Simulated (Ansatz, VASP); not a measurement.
# Mg19Si15O49 (glassy 44SiO2-56MgO (mol %)) in two plane-wave programs

Wanted: the spread between two codes on one cell, functional and k mesh. The structure shown is the start of the Ansatz relaxation below; VASP solves that cell, so the two are compared at the walk's first step.

Calculated with Ansatz 0.2.0; plane waves, with VASP 6.6.1 beside it; single point at RPBE.

**1. The starting structure**

The cell holds 83 atoms: 15 Si, 19 Mg and 49 O. Its edges and angles: a = 10.007 Å, b = 10.007 Å, c = 10.007 Å, α = 90.0°, β = 90.0°, γ = 90.0°. As first built, before any earlier steps moved the atoms (in the runner's words): 83 atoms (15 Si, 19 Mg, 49 O) placed at random at 2.56 g/cm^3, melted at 4000 K for 10 ps at fixed volume with the Morse and Coulomb pair potential with partial charges (Pedone, Malavasi, Menziani, Cormack and Segre, J. Phys. Chem. B 110, 11780 (2006)). Quenched from 4000 K to 300 K at 30 K/ps and fixed volume, held 10 ps at zero pressure.

**2. Ansatz: relaxation, RPBE**

Ansatz runs on its default PAW (the set named soft_2) files.

The two programs are compared at the cell with which this relaxation starts, whose forces are those of its first step.

Contents of input.yaml:

```yaml
crystal:
  lattice:
    - [10.00689, 0.0, 0.0]
    - [0.0, 10.00689, 0.0]
    - [0.0, 0.0, 10.00689]
  atoms:
    - { symbol: Si, position: [0.85841, 0.84181, 0.23096] }
    - { symbol: Si, position: [0.62051, 0.61112, 0.83889] }
    - { symbol: Si, position: [0.32356, 0.33228, 0.02718] }
    - { symbol: Si, position: [0.96035, 0.93886, 0.94175] }
    - { symbol: Si, position: [0.71667, 0.13994, 0.92161] }
    - { symbol: Si, position: [0.50792, 0.78834, 0.50161] }
    - { symbol: Si, position: [0.95442, 0.77135, 0.51095] }
    - { symbol: Si, position: [0.16786, 0.05633, 0.3795] }
    - { symbol: Si, position: [0.42773, 0.22933, 0.45618] }
    - { symbol: Si, position: [0.05352, 0.3608, 0.66863] }
    - { symbol: Si, position: [0.66976, 0.61064, 0.133] }
    - { symbol: Si, position: [0.07789, 0.28119, 0.17492] }
    - { symbol: Si, position: [0.17622, 0.62144, 0.99391] }
    - { symbol: Si, position: [0.71742, 0.57254, 0.54256] }
    - { symbol: Si, position: [0.80771, 0.29554, 0.4881] }
    - { symbol: Mg, position: [0.22698, 0.4788, 0.41592] }
    - { symbol: Mg, position: [0.95984, 0.07516, 0.63675] }
    - { symbol: Mg, position: [0.2213, 0.11701, 0.83464] }
    - { symbol: Mg, position: [0.32686, 0.56545, 0.69319] }
    - { symbol: Mg, position: [0.2453, 0.80608, 0.69655] }
    - { symbol: Mg, position: [0.48283, 0.03448, 0.69728] }
    - { symbol: Mg, position: [0.15024, 0.74185, 0.27497] }
    - { symbol: Mg, position: [0.85676, 0.12759, 0.19194] }
    - { symbol: Mg, position: [0.48282, 0.90768, 0.9176] }
    - { symbol: Mg, position: [0.00625, 0.64116, 0.7898] }
    - { symbol: Mg, position: [0.45249, 0.50936, 0.27263] }
    - { symbol: Mg, position: [0.63243, 0.29287, 0.218] }
    - { symbol: Mg, position: [0.55878, 0.0225, 0.23025] }
    - { symbol: Mg, position: [0.7018, 0.99916, 0.49326] }
    - { symbol: Mg, position: [0.3884, 0.78061, 0.21543] }
    - { symbol: Mg, position: [0.73788, 0.86112, 0.74172] }
    - { symbol: Mg, position: [0.89285, 0.42063, 0.95435] }
    - { symbol: Mg, position: [0.22781, 0.95837, 0.07806] }
    - { symbol: Mg, position: [0.53086, 0.30545, 0.77664] }
    - { symbol: O, position: [0.50165, 0.87089, 0.36395] }
    - { symbol: O, position: [0.51347, 0.65375, 0.13852] }
    - { symbol: O, position: [0.21582, 0.22893, 0.08879] }
    - { symbol: O, position: [0.80481, 0.26046, 0.33887] }
    - { symbol: O, position: [0.01728, 0.58439, 0.00432] }
    - { symbol: O, position: [0.30704, 0.63844, 0.33066] }
    - { symbol: O, position: [0.39182, 0.73299, 0.5928] }
    - { symbol: O, position: [0.70058, 0.56251, 0.97269] }
    - { symbol: O, position: [0.50399, 0.50941, 0.79283] }
    - { symbol: O, position: [0.46402, 0.20957, 0.61068] }
    - { symbol: O, position: [0.25674, 0.48029, 0.01756] }
    - { symbol: O, position: [0.92414, 0.80941, 0.85593] }
    - { symbol: O, position: [0.77668, 0.95396, 0.3065] }
    - { symbol: O, position: [0.07821, 0.73286, 0.5899] }
    - { symbol: O, position: [0.20777, 0.7432, 0.09119] }
    - { symbol: O, position: [0.42529, 0.95194, 0.09581] }
    - { symbol: O, position: [0.1208, 0.40557, 0.26002] }
    - { symbol: O, position: [0.5459, 0.15791, 0.37215] }
    - { symbol: O, position: [0.9719, 0.45177, 0.77028] }
    - { symbol: O, position: [0.60356, 0.65894, 0.47204] }
    - { symbol: O, position: [0.60111, 0.05302, 0.85106] }
    - { symbol: O, position: [0.8603, 0.87843, 0.58398] }
    - { symbol: O, position: [0.96745, 0.79131, 0.33833] }
    - { symbol: O, position: [0.09994, 0.98723, 0.92466] }
    - { symbol: O, position: [0.70938, 0.62296, 0.70787] }
    - { symbol: O, position: [0.70978, 0.41963, 0.53441] }
    - { symbol: O, position: [0.68491, 0.13865, 0.08114] }
    - { symbol: O, position: [0.92908, 0.91991, 0.09996] }
    - { symbol: O, position: [0.33997, 0.95214, 0.78139] }
    - { symbol: O, position: [0.58686, 0.7596, 0.86671] }
    - { symbol: O, position: [0.85405, 0.6426, 0.49595] }
    - { symbol: O, position: [0.1904, 0.42899, 0.62127] }
    - { symbol: O, position: [0.09239, 0.00572, 0.5059] }
    - { symbol: O, position: [0.44507, 0.34085, 0.12501] }
    - { symbol: O, position: [0.7201, 0.28671, 0.86713] }
    - { symbol: O, position: [0.07721, 0.21078, 0.73206] }
    - { symbol: O, position: [0.36563, 0.26466, 0.89233] }
    - { symbol: O, position: [0.84572, 0.04534, 0.9006] }
    - { symbol: O, position: [0.05781, 0.14089, 0.27653] }
    - { symbol: O, position: [0.95948, 0.34226, 0.54099] }
    - { symbol: O, position: [0.58766, 0.89566, 0.60129] }
    - { symbol: O, position: [0.78974, 0.15637, 0.57647] }
    - { symbol: O, position: [0.19776, 0.66706, 0.83897] }
    - { symbol: O, position: [0.67202, 0.49041, 0.22509] }
    - { symbol: O, position: [0.40947, 0.37904, 0.41197] }
    - { symbol: O, position: [0.95218, 0.29147, 0.08442] }
    - { symbol: O, position: [0.20919, 0.94332, 0.27774] }
    - { symbol: O, position: [0.76205, 0.7334, 0.1774] }
    - { symbol: O, position: [0.28675, 0.14852, 0.41824] }
kpoints:
  mp_grid: { grid: [1, 1, 1] }
hamiltonian:
  xc: rpbe
scf:
  occupations: { method: fixed }
output:
  forces: true
relax:
  f_tol: 0.05
  max_steps: 150
  cell: {}
```

On the command line:

```console
ansatz run input.yaml --threads 4 --pin off --max-ram 8192MiB --backend cpu --events-out ev --progress --plain --runs-dir out
```

Numbers of over 12 decimals in the logs are rounded to 6 here.

The log of the run:

```text
Engine: ansatz 0.2.0, aarch64-unknown-linux-gnu
Pseudopotentials: kind: paw
Pseudopotential: Si, paw, valence charge 4, recommended cutoff 420 eV (normal), Si.paw.azcp
Pseudopotential: Mg, paw, valence charge 10, recommended cutoff 420 eV (normal), Mg.paw.azcp
Pseudopotential: O, paw, valence charge 6, recommended cutoff 420 eV (normal), O.paw.azcp
Functional definition: RPBE
  parameter kappa = 0.804
  parameter beta = 0.066725
  exchange = rpbe_x(kappa = kappa, mu = beta*pi^2/3)
  correlation = pbe_c(beta = beta)
Crystal: 83 atoms, lattice volume = 1002.068 Å³
Basis set: ecut = 420 eV, 19549 PW (Γ), exchange–correlation on 144×144×144 points (8 copies of the dense FFT grid, shifted against one another)
Bands: 355, of which v1, the nominal top of the filled ones, is band 272 counted from 1 (271 counted from 0)
Symmetry: 1 space group operations
Space group: P1 (ITA 1), of the structure as read, at distance tolerance 1.0e-4 Å
k-points: 1
Non-local potential: Si, projectors of the file, l = 0: 2, l = 1: 2, l = 2: 2
Non-local potential: Mg, projectors of the file, l = 0: 3, l = 1: 2, l = 2: 1
Non-local potential: O, projectors of the file, l = 0: 2, l = 1: 2, l = 2: 1
PAW form: soft (Blöchl's): semilocal exchange-correlation on the pseudo side does not see the compensation charge
PAW frozen core: Si, regenerated for the run's functional, and the local potential with it (the file was generated under x = pbe(κ = 0.804, μ = 0.219515), c = pbe(β = 0.066725))
PAW frozen core: Mg, regenerated for the run's functional, and the local potential with it (the file was generated under x = pbe(κ = 0.804, μ = 0.219515), c = pbe(β = 0.066725))
PAW frozen core: O, regenerated for the run's functional, and the local potential with it (the file was generated under x = pbe(κ = 0.804, μ = 0.219515), c = pbe(β = 0.066725))
PAW one-centre angular grid: Si, 110 points (default); XC on 64 Gauss nodes
PAW one-centre angular grid: Mg, 110 points (default); XC on 64 Gauss nodes
PAW one-centre angular grid: O, 110 points (default); XC on 64 Gauss nodes
Initial density: superposition of atomic densities (neutral atoms: chi_scale 0, normalization atom), corrected by the library's trained network
Initial wavefunctions: pseudopotential atomic-orbital guess
Functional: x = rpbe, c = pbe(β = 0.066725)
SCF iter   1: F=—  HF=-74171.640142 eV  |F-HF|=—  |Δ(HF+E_count)|=         —  Δρ=4.91e-3  dr2=2.67e-1  ethr=1.77e-3  ⟨swp⟩=6.0  Hψ=1073  notcnv=0  defer=79
preconditioner: auto → Resta (q_TF=auto, 2.464 Å⁻¹)  ε∞=3.1  [insulator: Δε(μ)=3.452 eV  Ē_g=15.934 eV  n_scr=250 (ndim 8)  ℏωp=23.2 eV  f_vac=0.086  ε∞_Penn≈3.1]
SCF iter   2: F=—  HF=-74171.597885 eV  |F-HF|=—  |Δ(HF+E_count)|=   4.23e-2  Δρ=2.40e-3  dr2=4.36e-2  ethr=4.91e-5  ⟨swp⟩=2.0  Hψ=561  notcnv=0  defer=81
SCF iter   3: F=—  HF=-74171.597373 eV  |F-HF|=—  |Δ(HF+E_count)|=   5.12e-4  Δρ=9.48e-4  dr2=1.26e-2  ethr=8.02e-6  ⟨swp⟩=3.0  Hψ=430  notcnv=0  defer=81
SCF iter   4: F=—  HF=-74171.598697 eV  |F-HF|=—  |Δ(HF+E_count)|=   1.32e-3  Δρ=2.96e-4  dr2=8.15e-4  ethr=2.31e-6  ⟨swp⟩=3.0  Hψ=434  notcnv=0  defer=81
SCF iter   5: F=—  HF=-74171.599178 eV  |F-HF|=—  |Δ(HF+E_count)|=   4.82e-4  Δρ=1.53e-4  dr2=2.03e-4  ethr=1.50e-7  ⟨swp⟩=2.0  Hψ=442  notcnv=0  defer=81
SCF iter   6: F=—  HF=-74171.599347 eV  |F-HF|=—  |Δ(HF+E_count)|=   1.68e-4  Δρ=5.02e-5  dr2=2.54e-5  ethr=3.73e-8  ⟨swp⟩=2.0  Hψ=431  notcnv=0  defer=81
SCF iter   7: F=—  HF=-74171.600593 eV  |F-HF|=—  |Δ(HF+E_count)|=   1.25e-3  Δρ=1.84e-5  dr2=3.21e-6  ethr=4.68e-9  ⟨swp⟩=2.0  Hψ=626  notcnv=0  defer=78
SCF iter   8: F=—  HF=-74171.600598 eV  |F-HF|=—  |Δ(HF+E_count)|=   5.39e-6  Δρ=1.24e-5  dr2=1.30e-6  ethr=5.90e-10  ⟨swp⟩=2.0  Hψ=473  notcnv=0  defer=78
SCF iter   9: F=-74171.600599 eV  HF=-74171.600599 eV  |F-HF|=9.22e-8  |Δ(HF+E_count)|=   7.85e-7  Δρ=2.72e-6  dr2=7.53e-8  ethr=1.84e-11  ⟨swp⟩=3.0  Hψ=1290  notcnv=0
SCF 1 converged in 9 iterations: F = -74171.600599 eV  dr2 = 7.53e-8
  greatest PAW one-centre occupation: 1.000 electrons in one spin orbital (limit 2), on the Mg atom at site 20 (counted from 0), in its partial waves of l = 0
relax step   1: F+E_penalty+E_count = -74171.60059923 eV  Δ(F+E_penalty+E_count) = +0.000e0 eV  max|allowed force component| = 6.010e0 eV/Å  Δτ_max = 0.0000 Å  P = +9.288 GPa  Ω = 1002.068 Å³  (9 SCF iters, dr2 threshold 1.00e-7 eV, accepted)
Crystal: 83 atoms, lattice volume = 1021.995 Å³
Basis set: ecut = 420 eV, 19961 PW (Γ), exchange–correlation on 144×144×144 points (8 copies of the dense FFT grid, shifted against one another)
Initial density: handed on by an earlier stage of this run
Initial wavefunctions: those handed on with the density
iter 1 solved again at ethr=2.85e-4 eV; its pass at ethr=3.10e-3 eV (dr2=1.55e0 eV) is discarded
[...]
atom  59  O      0.00385653     0.00113879     0.00239285
  atom  60  O     -0.00658983     0.00214685     0.00415900
  atom  61  O      0.00107804    -0.00356656     0.00243759
  atom  62  O      0.00125313    -0.00783006     0.00000386
  atom  63  O     -0.00352247    -0.00060122    -0.00568040
  atom  64  O     -0.00158765    -0.00940850     0.00601877
  atom  65  O      0.00020282     0.00664367     0.00234173
  atom  66  O     -0.00259947    -0.00174748     0.00130254
  atom  67  O      0.00324271    -0.00166444    -0.00727394
  atom  68  O     -0.00735818     0.00170510    -0.00531617
  atom  69  O      0.00177980     0.01007192    -0.00564601
  atom  70  O     -0.00253312    -0.00758080     0.00195641
  atom  71  O     -0.00006921     0.00144614    -0.00102613
  atom  72  O      0.00254091    -0.00371427     0.00672271
  atom  73  O      0.00648512     0.00355221    -0.00301006
  atom  74  O      0.00264941    -0.00220388    -0.00453682
  atom  75  O      0.00468348    -0.00225098     0.00296813
  atom  76  O      0.00082833    -0.00155937     0.00057383
  atom  77  O     -0.00577241     0.00342920     0.00144585
  atom  78  O      0.00469589    -0.00360410    -0.00492387
  atom  79  O     -0.00291670    -0.00063903    -0.00104301
  atom  80  O      0.00833866    -0.00092403    -0.00021717
  atom  81  O     -0.01008699     0.00307606    -0.00076959
  atom  82  O      0.00075979     0.00006078    -0.00173452
  atom  83  O     -0.00508876     0.00017109    -0.00212654
  max |Σ_I F_I| component: 3.77e-5 eV/Å
--- Stress (GPa, compression-positive) ---
        0.020542      -0.002167      -0.021073
       -0.002169       0.048444      -0.000791
       -0.021071      -0.000790       0.026648
  P = ⅓ Tr σ = 0.0319 GPa (0.319 kbar)
--- Relaxed structure (7 steps of the walk, 7 accepted, 2 SCFs on fresh bases) ---
  F+E_penalty+E_count = -74179.68739934 eV   max|allowed force component| = 2.550e-2 eV/Å   (the final SCF, on the basis selected at the relaxed cell)
  cell:  # Å, volume = 1042.2096 Å³
    - [10.221760, -0.035833, -0.195011]
    - [-0.035833, 10.143171, -0.00701175]
    - [-0.195011, -0.00701175, 10.055925]
  atoms:
    - { symbol: Si, position: [0.847199, 0.844344, 0.231167] }
    - { symbol: Si, position: [0.620829, 0.608962, 0.839621] }
    - { symbol: Si, position: [0.334515, 0.334103, 0.026527] }
    - { symbol: Si, position: [0.947666, 0.946137, 0.947856] }
    - { symbol: Si, position: [0.703322, 0.135313, 0.931460] }
    - { symbol: Si, position: [0.499084, 0.786595, 0.511175] }
    - { symbol: Si, position: [0.931863, 0.781620, 0.514031] }
    - { symbol: Si, position: [0.176713, 0.045229, 0.378497] }
    - { symbol: Si, position: [0.442052, 0.221516, 0.449730] }
    - { symbol: Si, position: [0.066552, 0.368647, 0.661226] }
    - { symbol: Si, position: [0.661599, 0.601414, 0.130879] }
    - { symbol: Si, position: [0.094825, 0.275808, 0.180570] }
    - { symbol: Si, position: [0.177246, 0.613560, 0.987272] }
    - { symbol: Si, position: [0.716566, 0.575498, 0.561253] }
    - { symbol: Si, position: [0.824975, 0.301671, 0.484549] }
    - { symbol: Mg, position: [0.240062, 0.455338, 0.420248] }
    - { symbol: Mg, position: [0.973325, 0.085863, 0.617040] }
    - { symbol: Mg, position: [0.218842, 0.132339, 0.845182] }
    - { symbol: Mg, position: [0.323919, 0.583599, 0.707683] }
    - { symbol: Mg, position: [0.215876, 0.859061, 0.656455] }
    - { symbol: Mg, position: [0.476829, 0.036937, 0.689878] }
    - { symbol: Mg, position: [0.145486, 0.722078, 0.285836] }
    - { symbol: Mg, position: [0.865400, 0.133079, 0.199936] }
    - { symbol: Mg, position: [0.462086, 0.897250, 0.918259] }
    - { symbol: Mg, position: [0.000413945, 0.653200, 0.790067] }
    - { symbol: Mg, position: [0.452971, 0.501848, 0.260310] }
    - { symbol: Mg, position: [0.631443, 0.290475, 0.219393] }
    - { symbol: Mg, position: [0.552386, -1.5602906924990433e-5, 0.225569] }
    - { symbol: Mg, position: [0.702578, 1.022748, 0.476793] }
    - { symbol: Mg, position: [0.389803, 0.767357, 0.215818] }
    - { symbol: Mg, position: [0.725099, 0.867278, 0.755303] }
    - { symbol: Mg, position: [0.905793, 0.414335, 0.946721] }
    - { symbol: Mg, position: [0.219816, 0.938512, 0.089188] }
    - { symbol: Mg, position: [0.523929, 0.320716, 0.776543] }
    - { symbol: O, position: [0.494247, 0.852637, 0.363756] }
    - { symbol: O, position: [0.512489, 0.653688, 0.128550] }
    - { symbol: O, position: [0.213897, 0.231457, 0.076106] }
    - { symbol: O, position: [0.801604, 0.261789, 0.329607] }
    - { symbol: O, position: [0.021524, 0.577488, -0.010757] }
    - { symbol: O, position: [0.304457, 0.620340, 0.330942] }
    - { symbol: O, position: [0.366634, 0.753172, 0.593578] }
    - { symbol: O, position: [0.702685, 0.553271, 0.975739] }
    - { symbol: O, position: [0.499881, 0.516083, 0.782677] }
    - { symbol: O, position: [0.481312, 0.208834, 0.610221] }
    - { symbol: O, position: [0.273272, 0.484159, 0.00977844] }
    - { symbol: O, position: [0.901196, 0.822836, 0.853905] }
    - { symbol: O, position: [0.757948, 0.959070, 0.294941] }
    - { symbol: O, position: [0.058047, 0.741765, 0.607199] }
    - { symbol: O, position: [0.208188, 0.734273, 0.096284] }
    - { symbol: O, position: [0.414627, 0.935052, 0.097693] }
    - { symbol: O, position: [0.132301, 0.400422, 0.268719] }
    - { symbol: O, position: [0.556478, 0.147407, 0.362680] }
    - { symbol: O, position: [0.979175, 0.452668, 0.763484] }
    - { symbol: O, position: [0.580011, 0.643378, 0.507175] }
    - { symbol: O, position: [0.602936, 0.030679, 0.850102] }
    - { symbol: O, position: [0.854194, 0.907172, 0.576203] }
    - { symbol: O, position: [0.963933, 0.797820, 0.346310] }
    - { symbol: O, position: [0.099536, 0.993270, 0.939887] }
[...]
- { symbol: O, position: [0.802549, 0.166431, 0.571307] }
    - { symbol: O, position: [0.205994, 0.671943, 0.835541] }
    - { symbol: O, position: [0.664793, 0.482152, 0.235558] }
    - { symbol: O, position: [0.419145, 0.374469, 0.411046] }
    - { symbol: O, position: [0.957525, 0.277648, 0.089861] }
    - { symbol: O, position: [0.208650, 0.916284, 0.287238] }
    - { symbol: O, position: [0.770494, 0.719101, 0.169838] }
    - { symbol: O, position: [0.305311, 0.136785, 0.415008] }
```

(Part 1 of 2 ends here.)

[Lines on the potential files, build, host, timing and source positions are cut from VASP's logs without a mark.]

[Logs are printed without paths, hosts, clocks, repeated set-up lines and the standing remarks that a program may print on its own settings, such as how far it seeks lower states.]

[Hosts, paths, dates, database ids (printed as entryN), source tags and the programs' standing remarks are cut or masked in the printed files.]
